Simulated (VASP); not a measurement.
Elastic constants (GPa) of a crystal from PBE GGA, VASP's PBE PAW potentials (set 64) run with VASP:

|  | xx | yy | zz | yz | xz | xy |
|---|---|---|---|---|---|---|
| xx | 135.1 | 67.7 | 68.9 | 0.0 | 0.0 | 0.0 |
| yy | 67.7 | 135.1 | 68.9 | 0.0 | 0.0 | 0.0 |
| zz | 68.9 | 68.9 | 159.3 | 0.0 | 0.0 | 0.0 |
| yz | 0.0 | 0.0 | 0.0 | 23.7 | 0.0 | 0.0 |
| xz | 0.0 | 0.0 | 0.0 | 0.0 | 23.7 | 0.0 |
| xy | 0.0 | 0.0 | 0.0 | 0.0 | 0.0 | 33.7 |

Finite-difference elastic constants of metals are sensitive to mesh and smearing; shear constants can be off by tens of GPa.

Problem. Work out the Voigt, Reuss and Hill moduli, Young's modulus and Poisson's ratio.

Solution. All eigenvalues are positive (smallest 23.7 GPa), so the crystal is stable. K_V = (C11+C22+C33+2(C12+C13+C23))/9 = (429.5 + 2×205.5)/9 = 93.4 GPa; G_V = (429.5 − 205.5 + 3×81.1)/15 = 31.2 GPa. From the compliances, K_R = 92.8 GPa and G_R = 29.7 GPa. Hill: K = 93.1 GPa, G = 30.4 GPa, E = 9KG/(3K+G) = 82.3 GPa, ν = (3K−2G)/(2(3K+G)) = 0.353. K/G = 3.06, above Pugh's 1.75; universal anisotropy A^U = 0.25.

Problem. With a density of 6.49 g/cm³, what are the mean sound speeds?

Solution. v_l = √((K+4G/3)/ρ) = 4.54 km/s and v_t = √(G/ρ) = 2.17 km/s. The crystal is Zr (hcp), hexagonal.

The compound is Zr in the hcp structure. It was relaxed first.
